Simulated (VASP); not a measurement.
These are PBEsol GGA, VASP's PBE PAW potentials (set 64) (plane waves; VASP 6.6.1) values and carry that method's errors.

A VASP calculation is set up with these files.

**KPOINTS**
```
Automatic mesh
0
Gamma
8 8 15
0 0 0
```

**INCAR**
```
ALGO=Normal
EDIFF=1E-7
ENCUT=400
GGA=PS
ISIF=2
ISMEAR=-5
LASPH=.TRUE.
LCHARG=.TRUE.
LEFG=.TRUE.
LMAXMIX=6
LORBIT=11
LREAL=.FALSE.
LWAVE=.FALSE.
NEDOS=601
NELM=100
PREC=Accurate
SYSTEM=NbW3
```

File POSCAR:
```
NbW3
1.0
 -3.1793665054   3.1890800186   3.1793665054
  3.1890800186  -3.1793665054   3.1793665054
  1.5848264961   1.5848264961  -1.5848264961
W Nb
3 1
Cartesian
  0.0000000000   0.0000000000   0.0000000000
  1.5945400093  -1.5896832527   1.5896832527
 -1.5896832527   1.5945400093   1.5896832527
  0.0048567566   0.0048567566   3.1793665054
```

POTCAR, in this order: W_sv Nb_sv (PBE.64 set). Program: vasp_std.

Unless said otherwise, spin-orbit coupling is left out, though it shifts the bands of the heavy elements here.

Q: What does the run give for the energy per atom (σ→0), band gap (on the k-mesh)?

A: 
```yaml
energy per atom (σ→0): -1268.9 kJ/mol of atoms
band gap (on the k-mesh): none (metal, semimetal or under 0.01 eV)
```

OSZICAR:
```
...
DAV:  10    -0.526052822784E+02    0.75426E-03   -0.55430E-03 25947   0.366E-01    0.912E-02
DAV:  11    -0.526052662808E+02    0.15998E-04   -0.51725E-04 25207   0.985E-02    0.399E-02
DAV:  12    -0.526052565466E+02    0.97341E-05   -0.10890E-04 28675   0.602E-02    0.156E-02
DAV:  13    -0.526052584786E+02   -0.19319E-05   -0.12611E-05 23502   0.173E-02    0.406E-03
DAV:  14    -0.526052578146E+02    0.66393E-06   -0.68200E-07 18849   0.463E-03    0.989E-04
DAV:  15    -0.526052577011E+02    0.11359E-06   -0.29004E-08 13741   0.130E-03    0.241E-04
DAV:  16    -0.526052576804E+02    0.20669E-07   -0.10921E-08 12578   0.809E-04
   1 F= -.52605258E+02 E0= -.52605258E+02  d E =0.000000E+00
```

The structure was generated: NbW3 was put into an ordered model structure (R-3m), which need not be its known phase. It was relaxed first. The electron count is odd and the run is not spin-polarised, which forces a metal.
